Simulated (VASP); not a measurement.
OSZICAR of a VASP run on Y (hcp):

### OSZICAR
```
       N       E                     dE             d eps       ncg     rms           ort
DAV:   1     0.125360603755E+03    0.12536E+03   -0.96910E+03   840   0.118E+03
DAV:   2     0.534894723067E+01   -0.12001E+03   -0.11889E+03   840   0.307E+02
DAV:   3    -0.754538008253E+01   -0.12894E+02   -0.12813E+02   840   0.827E+01
DAV:   4    -0.110055821019E+02   -0.34602E+01   -0.34270E+01   840   0.371E+01
DAV:   5    -0.122479610502E+02   -0.12424E+01   -0.12272E+01   840   0.177E+01
SDA:   6    -0.114562136273E+02    0.79175E+00   -0.87464E+00   840   0.219E+01   0.000E+00
DMP:   7    -0.120306906809E+02   -0.57448E+00   -0.35942E+00   840   0.636E+00   0.686E+00
DMP:   8    -0.122857905549E+02   -0.25510E+00   -0.18623E+00   840   0.324E+00   0.369E+00
DMP:   9    -0.124306806764E+02   -0.14489E+00   -0.10659E+00   840   0.170E+00   0.252E+00
DMP:  10    -0.125248754223E+02   -0.94195E-01   -0.81057E-01   840   0.127E+00   0.199E+00
DMP:  11    -0.126001289617E+02   -0.75254E-01   -0.60034E-01   840   0.852E-01   0.170E+00
DMP:  12    -0.126555203624E+02   -0.55391E-01   -0.42068E-01   840   0.574E-01   0.125E+00
DMP:  13    -0.126949723478E+02   -0.39452E-01   -0.30205E-01   840   0.407E-01   0.911E-01
DMP:  14    -0.127235673642E+02   -0.28595E-01   -0.21976E-01   840   0.294E-01   0.669E-01
DMP:  15    -0.127445576588E+02   -0.20990E-01   -0.16363E-01   840   0.219E-01   0.497E-01
DMP:  16    -0.127603152277E+02   -0.15758E-01   -0.12476E-01   840   0.168E-01   0.377E-01
DMP:  17    -0.127723989439E+02   -0.12084E-01   -0.97009E-02   840   0.131E-01   0.291E-01
DMP:  18    -0.127818344260E+02   -0.94355E-02   -0.76657E-02   840   0.104E-01   0.228E-01
DMP:  19    -0.127893151913E+02   -0.74808E-02   -0.61473E-02   840   0.843E-02   0.182E-01
DMP:  20    -0.127953325825E+02   -0.60174E-02   -0.50034E-02   840   0.690E-02   0.147E-01
DMP:  21    -0.128002449042E+02   -0.49123E-02   -0.41314E-02   840   0.574E-02   0.120E-01
DMP:  22    -0.128043117218E+02   -0.40668E-02   -0.34532E-02   840   0.482E-02   0.999E-02
DMP:  23    -0.128077181855E+02   -0.34065E-02   -0.29690E-02   840   0.422E-02   0.839E-02
DMP:  24    -0.128106515345E+02   -0.29333E-02   -0.26341E-02   840   0.382E-02   0.723E-02
DMP:  25    -0.128132567979E+02   -0.26053E-02   -0.24198E-02   840   0.359E-02   0.643E-02
DMP:  26    -0.128156515619E+02   -0.23948E-02   -0.22851E-02   840   0.345E-02   0.592E-02
DMP:  27    -0.128179136832E+02   -0.22621E-02   -0.21960E-02   840   0.335E-02   0.559E-02
DMP:  28    -0.128200876804E+02   -0.21740E-02   -0.21249E-02   840   0.326E-02   0.537E-02
DMP:  29    -0.128221910769E+02   -0.21034E-02   -0.20556E-02   840   0.315E-02   0.520E-02
DMP:  30    -0.128242255341E+02   -0.20345E-02   -0.19812E-02   840   0.303E-02   0.503E-02
DMP:  31    -0.128261860894E+02   -0.19606E-02   -0.19022E-02   840   0.291E-02   0.484E-02
DMP:  32    -0.128280683379E+02   -0.18822E-02   -0.18204E-02   840   0.278E-02   0.465E-02
DMP:  33    -0.128298695046E+02   -0.18012E-02   -0.17377E-02   840   0.265E-02   0.445E-02
DMP:  34    -0.128315888432E+02   -0.17193E-02   -0.16566E-02   840   0.252E-02   0.425E-02
DMP:  35    -0.128332279195E+02   -0.16391E-02   -0.15785E-02   840   0.240E-02   0.405E-02
DMP:  36    -0.128347897518E+02   -0.15618E-02   -0.15037E-02   840   0.229E-02   0.386E-02
DMP:  37    -0.128362778234E+02   -0.14881E-02   -0.14325E-02   840   0.218E-02   0.368E-02
DMP:  38    -0.128376956084E+02   -0.14178E-02   -0.13649E-02   840   0.207E-02   0.350E-02
DMP:  39    -0.128390465956E+02   -0.13510E-02   -0.13005E-02   840   0.198E-02   0.334E-02
DMP:  40    -0.128403339286E+02   -0.12873E-02   -0.12394E-02   840   0.188E-02   0.318E-02
DMP:  41    -0.128415608539E+02   -0.12269E-02   -0.11827E-02   840   0.180E-02   0.303E-02
DMP:  42    -0.128427317923E+02   -0.11709E-02   -0.11295E-02   840   0.172E-02   0.289E-02
DMP:  43    -0.128438500560E+02   -0.11183E-02   -0.10788E-02   840   0.164E-02   0.276E-02
DMP:  44    -0.128449181687E+02   -0.10681E-02   -0.10299E-02   840   0.157E-02   0.264E-02
DMP:  45    -0.128459378722E+02   -0.10197E-02   -0.98245E-03   840   0.149E-02   0.252E-02
DMP:  46    -0.128469106051E+02   -0.97273E-03   -0.93695E-03   840   0.142E-02   0.240E-02
DMP:  47    -0.128478383305E+02   -0.92773E-03   -0.89358E-03   840   0.136E-02   0.229E-02
DMP:  48    -0.128487231459E+02   -0.88482E-03   -0.85198E-03   840   0.129E-02   0.219E-02
DMP:  49    -0.128495668033E+02   -0.84366E-03   -0.81277E-03   840   0.124E-02   0.208E-02
DMP:  50    -0.128503716659E+02   -0.80486E-03   -0.77598E-03   840   0.118E-02   0.199E-02
DMP:  51    -0.128511401253E+02   -0.76846E-03   -0.74112E-03   840   0.113E-02   0.190E-02
DMP:  52    -0.128518740828E+02   -0.73396E-03   -0.70821E-03   840   0.108E-02   0.181E-02
DMP:  53    -0.128525754654E+02   -0.70138E-03   -0.67722E-03   840   0.103E-02   0.173E-02
DMP:  54    -0.128532461664E+02   -0.67070E-03   -0.64832E-03   840   0.988E-03   0.166E-02
DMP:  55    -0.128538882497E+02   -0.64208E-03   -0.62011E-03   840   0.944E-03   0.159E-02
DMP:  56    -0.128545023958E+02   -0.61415E-03   -0.59294E-03   840   0.903E-03   0.152E-02
DMP:  57    -0.128550896421E+02   -0.58725E-03   -0.56710E-03   840   0.864E-03   0.145E-02
DMP:  58    -0.128556513029E+02   -0.56166E-03   -0.54284E-03   840   0.827E-03   0.139E-02
DMP:  59    -0.128561889377E+02   -0.53763E-03   -0.51985E-03   840   0.792E-03   0.133E-02
DMP:  60    -0.128567038108E+02   -0.51487E-03   -0.49774E-03   840   0.758E-03   0.127E-02
DMP:  61    -0.128571967937E+02   -0.49298E-03   -0.47625E-03   840   0.725E-03   0.122E-02
DMP:  62    -0.128576685008E+02   -0.47171E-03   -0.45555E-03   840   0.694E-03   0.117E-02
DMP:  63    -0.128581197184E+02   -0.45122E-03   -0.43559E-03   840   0.663E-03   0.111E-02
DMP:  64    -0.128585511896E+02   -0.43147E-03   -0.41648E-03   840   0.634E-03   0.107E-02
DMP:  65    -0.128589637590E+02   -0.41257E-03   -0.39836E-03   840   0.607E-03   0.102E-02
DMP:  66    -0.128593584026E+02   -0.39464E-03   -0.38112E-03   840   0.580E-03   0.975E-03
DMP:  67    -0.128597359864E+02   -0.37758E-03   -0.36475E-03   840   0.556E-03   0.933E-03
DMP:  68    -0.128600973622E+02   -0.36138E-03   -0.34919E-03   840   0.532E-03   0.893E-03
DMP:  69    -0.128604433275E+02   -0.34597E-03   -0.33445E-03   840   0.510E-03   0.855E-03
DMP:  70    -0.128607746880E+02   -0.33136E-03   -0.32044E-03   840   0.488E-03   0.819E-03
DMP:  71    -0.128610921691E+02   -0.31748E-03   -0.30700E-03   840   0.468E-03   0.784E-03
DMP:  72    -0.128613963395E+02   -0.30417E-03   -0.29389E-03   840   0.448E-03   0.751E-03
DMP:  73    -0.128616875302E+02   -0.29119E-03   -0.28130E-03   840   0.429E-03   0.719E-03
DMP:  74    -0.128619662528E+02   -0.27872E-03   -0.26934E-03   840   0.410E-03   0.688E-03
DMP:  75    -0.128622331302E+02   -0.26688E-03   -0.25798E-03   840   0.393E-03   0.659E-03
DMP:  76    -0.128624887552E+02   -0.25562E-03   -0.24721E-03   840   0.377E-03   0.631E-03
DMP:  77    -0.128627337159E+02   -0.24496E-03   -0.23698E-03   840   0.361E-03   0.605E-03
DMP:  78    -0.128629685403E+02   -0.23482E-03   -0.22708E-03   840   0.346E-03   0.580E-03
DMP:  79    -0.128631935629E+02   -0.22502E-03   -0.21767E-03   840   0.332E-03   0.556E-03
DMP:  80    -0.128634092703E+02   -0.21571E-03   -0.20866E-03   840   0.318E-03   0.533E-03
DMP:  81    -0.128636160484E+02   -0.20678E-03   -0.19994E-03   840   0.305E-03   0.511E-03
DMP:  82    -0.128638141937E+02   -0.19815E-03   -0.19160E-03   840   0.292E-03   0.489E-03
DMP:  83    -0.128640040716E+02   -0.18988E-03   -0.18369E-03   840   0.280E-03   0.469E-03
DMP:  84    -0.128641861165E+02   -0.18204E-03   -0.17602E-03   840   0.268E-03   0.450E-03
DMP:  85    -0.128643605660E+02   -0.17445E-03   -0.16876E-03   840   0.257E-03   0.431E-03
DMP:  86    -0.128645278242E+02   -0.16726E-03   -0.16179E-03   840   0.247E-03   0.413E-03
DMP:  87    -0.128646881825E+02   -0.16036E-03   -0.15491E-03   840   0.236E-03   0.396E-03
DMP:  88    -0.128648417245E+02   -0.15354E-03   -0.14829E-03   840   0.226E-03   0.379E-03
DMP:  89    -0.128649887128E+02   -0.14699E-03   -0.14200E-03   840   0.216E-03   0.363E-03
DMP:  90    -0.128651294671E+02   -0.14075E-03   -0.13597E-03   840   0.207E-03   0.348E-03
DMP:  91    -0.128652642532E+02   -0.13479E-03   -0.13033E-03   840   0.199E-03   0.333E-03
DMP:  92    -0.128653934440E+02   -0.12919E-03   -0.12494E-03   840   0.191E-03   0.319E-03
DMP:  93    -0.128655172937E+02   -0.12385E-03   -0.11975E-03   840   0.183E-03   0.306E-03
DMP:  94    -0.128656360089E+02   -0.11872E-03   -0.11470E-03   840   0.175E-03   0.293E-03
DMP:  95    -0.128657497137E+02   -0.11370E-03   -0.10989E-03   840   0.168E-03   0.281E-03
DMP:  96    -0.128658586619E+02   -0.10895E-03   -0.10526E-03   840   0.160E-03   0.269E-03
DMP:  97    -0.128659630170E+02   -0.10436E-03   -0.10077E-03   840   0.154E-03   0.258E-03
DMP:  98    -0.128660629269E+02   -0.99910E-04   -0.96496E-04   840   0.147E-03   0.247E-03
DMP:  99    -0.128661586016E+02   -0.95675E-04   -0.92406E-04   840   0.141E-03   0.236E-03
DMP: 100    -0.128662502243E+02   -0.91623E-04   -0.88549E-04   840   0.135E-03   0.226E-03
   1 F= -.12866250E+02 E0= -.12867421E+02  d E =0.351134E-02
```

Q: Which electronic solver shows in the log?

A: It is blocked Davidson (ALGO = Normal, or the opening steps of other solvers) and then steepest descent (the opening step of the all-band solvers) and then damped velocity friction (ALGO = Damped). The INCAR had ALGO = Damped.

Q: Can the final energy be trusted as converged?

A: Convergence was not reached. It stopped with EDIFF = 1E-6, NELM = 100 (PBE GGA, plane waves, VASP's PBE PAW potentials (set 64)).

The compound is Y in the hcp structure. The cell was not relaxed at this level. The run is one of a series of settings (ALGO = Damped against the base run), some of them coarse on purpose.
